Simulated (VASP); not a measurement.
Here is the system:

```xyz
4
Lattice="2.8955 0.0000 0.0000 -1.4478 2.5076 0.0000 0.0000 0.0000 23.8922" Properties=species:S:1:pos:R:3 pbc="T T T"
Ti     1.4478     0.8359    10.7986
Ti     0.0000     1.6717     8.5035
Ti     1.4478     0.8359    15.3887
Ti     0.0000     1.6717    13.0936
```

The numbers are results of PBEsol GGA, VASP's PBE PAW potentials (set 64) (plane waves; VASP), not measurements. Numerical set-up: PREC = Normal, EDIFF = 1E-5, 400 eV cut-off, 11×11×1 Γ-centred mesh, first-order Methfessel-Paxton smearing of 0.10 eV, potentials Ti_sv.

Q: The ions are relaxed. Predict the relaxed structure.

A: 
```xyz
4
Lattice="2.8955 0.0000 0.0000 -1.4478 2.5076 0.0000 0.0000 0.0000 23.8922" Properties=species:S:1:pos:R:3 pbc="T T T"
Ti     1.4478     0.8359    10.7396
Ti     0.0000     1.6717     8.6111
Ti     1.4478     0.8359    15.2811
Ti     0.0000     1.6717    13.1526
```

Q: How much energy does the relaxation gain?

A: The energy (σ→0) changes by -32.1 meV/atom, in 11 ionic steps.

The cell is a thin slab with vacuum, built from Ti (hcp): (001) face.
